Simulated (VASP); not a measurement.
```
BaIrO3
1.0
    4.10090     0.00000     0.00000
    0.00000     4.10090     0.00000
    0.00000     0.00000     4.10090
Ir Ba O
1 1 3
Direct
  0.00000   0.00000   0.00000
  0.50000   0.50000   0.50000
  0.50000   0.00000   0.00000
  0.00000   0.50000   0.00000
  0.00000   0.00000   0.50000
```

The numbers are results of PBEsol GGA, VASP's PBE PAW potentials (set 64) (plane waves; VASP 6.6.1), not measurements. Run with 400 eV cut-off, 7×7×7 Γ-centred mesh, Gaussian smearing of 0.27 eV, potentials Ir Ba_sv O.

Q: Give the energies of bands 8 to 21 at the high-symmetry points, in eV from the Fermi level.

A: 
| band | Γ | X | M | R |
|---|---|---|---|---|
| 8 | -4.66 | -7.78 | -8.01 | -8.12 |
| 9 | -4.66 | -4.90 | -7.72 | -7.71 |
| 10 | -4.66 | -4.90 | -6.47 | -7.71 |
| 11 | -2.99 | -4.68 | -5.29 | -5.27 |
| 12 | -2.99 | -4.68 | -5.29 | -5.27 |
| 13 | -2.99 | -3.70 | -4.27 | -5.27 |
| 14 | -2.77 | -3.48 | -2.68 | -1.75 |
| 15 | -2.77 | -2.91 | -2.68 | -1.75 |
| 16 | -2.77 | -2.76 | -1.83 | -1.75 |
| 17 | -2.18 | -2.76 | -0.19 | 0.64 |
| 18 | -2.18 | -0.56 | -0.19 | 0.64 |
| 19 | -2.18 | -0.09 | 0.21 | 0.64 |
| 20 | -0.57 | -0.09 | 0.45 | 4.64 |
| 21 | -0.57 | 1.83 | 5.17 | 4.64 |

It has no gap at this level: it comes out as a metal or semimetal.

The structure comes from a measured BaIrO3 entry of the Crystallography Open Database, whose conditions weren't checked. The cell was not relaxed at this level. The electron count is odd and the run is not spin-polarised, which forces a metal.
